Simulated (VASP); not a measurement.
Input:

```
CELL_PARAMETERS angstrom
      4.08781     0.00000     0.00000
      0.00000     4.08781     0.00000
      0.00000     0.00000     4.08781
ATOMIC_POSITIONS crystal
  Ba 0.00000 0.00000 0.00000
  Zr 0.50000 0.50000 0.50000
  O  0.50000 0.00000 0.50000
  O  0.00000 0.50000 0.50000
  O  0.50000 0.50000 0.00000
```

Level of theory: LDA (Ceperley-Alder, Perdew-Zunger), VASP's LDA PAW potentials (set 64) (plane waves; VASP). Settings: 620 eV cut-off, 6×6×6 Γ-centred mesh, Gaussian smearing of 0.050 eV, potentials Ba_sv Zr_sv O.

Energy and stress use the plane-wave basis of the starting cell.

Q: The ions, cell shape and volume at an external pressure of 20.0 GPa are relaxed. Give the cell that the relaxation ends in.

A: 
```
CELL_PARAMETERS angstrom
      4.03073     0.00000     0.00000
      0.00000     4.03073     0.00000
      0.00000     0.00000     4.03073
ATOMIC_POSITIONS crystal
  Ba 0.00000 0.00000 0.00000
  Zr 0.50000 0.50000 0.50000
  O  0.50000 0.00000 0.50000
  O  0.00000 0.50000 0.50000
  O  0.50000 0.50000 0.00000
```
Space group Pm-3m (221), at a tolerance of 0.03 Å.

Q: How do energy and volume change from the first to the last step?

A: The energy (σ→0) changes by +52.1 meV/atom and the volume by -4.1 %, in 4 ionic steps.

The compound is BaZrO3 in the cubic perovskite structure. This run relaxes it under an external pressure of 20 GPa. Symmetry was kept, so distortions that lower it aren't found.
